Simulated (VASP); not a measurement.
VASP runs on Be (hcp) share one base input (PBE GGA, plane waves, VASP's PBE PAW potentials (set 64)) and change the settings named in each case.

**INCAR**
```
GGA  =  PE   # PBE
EDIFF  =  1E-6   # SCF stop (eV)
SIGMA  =  0.1   # width (eV)
LCHARG  =  .FALSE.
ISMEAR  =  1   # Methfessel-Paxton
ALGO  =  Normal
LREAL  =  .FALSE.   # projection in real space or not
LWAVE  =  .FALSE.
NELM  =  100
ENCUT  =  400   # plane-wave cut-off (eV)
ISIF  =  2
LASPH  =  .TRUE.   # aspherical one-centre terms
PREC  =  Accurate
SYSTEM  =  Be
```

**KPOINTS**
```
Automatic mesh
0
Gamma
16 16 9
0 0 0
```

File POSCAR:
```
Be
1
    1.1450000000    -1.9831980000     0.0000000000
    1.1450000000     1.9831980000     0.0000000000
    0.0000000000     0.0000000000     3.5800000000
Be
2
Direct
  0.3333330000   0.6666670000   0.2500000000
  0.6666670000   0.3333330000   0.7500000000
```

POTCAR, in this order: Be (PBE.64 set). Program: vasp_std.

```tsv
change	electronic steps
base run	9
AMIX = 1.0, BMIX = 0.0001, IMIX = 1	9
AMIX = 1.0, BMIX = 3.0, IMIX = 4	10
AMIX = 0.1, BMIX = 0.0001, IMIX = 1	49
AMIX = 1.0, BMIX = 1.0, IMIX = 4	9
AMIX = 0.6, BMIX = 1.0, IMIX = 4	9
```

Left out are runs that ran out of time, are held back, or changed the cell or the kind of run, fixed moments of cells without a moment, rows past the twelfth, gaps on odd meshes, pressures of charged cells and columns that move by less than the noise.

The compound is Be in the hcp structure. The cell was not relaxed at this level.
